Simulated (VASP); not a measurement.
## SiC: stress against strain

SiC (wurtzite, P6_3mc, 10.356 Å³/atom and stress up to 0.26 GPa in the relaxed cell, c along z) under a strain ε along c (axis z), the other axes held. PBEsol in VASP (plane waves, PAW), 600 eV, 12×12×6 Γ-centred mesh, Gaussian smearing 0.05 eV; ions are relaxed, or left where forces stay under 0.02 eV/Å, within the symmetry of each cell. Stress is positive for a compressed cell.

Here s stands for strain and y for stress zz.

```csv
strain (%),stress zz (GPa)
-1.50,8.13
-1.00,5.28
-0.50,2.48
0.00,-0.26
0.50,-2.97
1.00,-5.61
1.50,-8.20
3.00,?
```

Taking a straight line for y over the 7 complete rows: Means: s 0, y -0.164. About the means, the sum of products is -38.110 and the sum of squares of s is 7.0000; the slope is their ratio. Least squares gives y = -0.164 - 5.4443·s. Residuals (row less fit): 0.128, 0.000, -0.078, -0.096, -0.084, -0.002, 0.130; standard error 0.105 (degrees of freedom: 5). The slope gives the elastic constant C33 = 544 ± 4 GPa (± standard error of the fit, which holds the terms cut off).

Question: What does the fit predict for y at s = 3.00, and how far is the calculated value from it?

Answer: y = -0.164 - 5.4443 × 3.0 = -16.497 GPa. The calculation gives -15.57 GPa, 0.927 GPa above the prediction (3.9 % of the range of y in the table). The row lies outside the fitted rows, so this is an extrapolation. From the scatter of the fitted rows alone, a prediction at this place has a standard error of 0.164 GPa, so the miss is 5.7 times that.

A polynomial of degree 2 through the 12 other runs of the series gives -15.63 there, so most of the miss is curvature that the fit leaves out. SiC is here the rare 2H polytype. Rows are the converged runs of the series near zero and its far end; series whose fitted rows scatter by over a few per cent of the range, as at a crossing or softening among them, aren't shown in this form, nor equations of state whose B0' disagrees with the runs' pressures. Most that stay on the fit to the last digits aren't either.
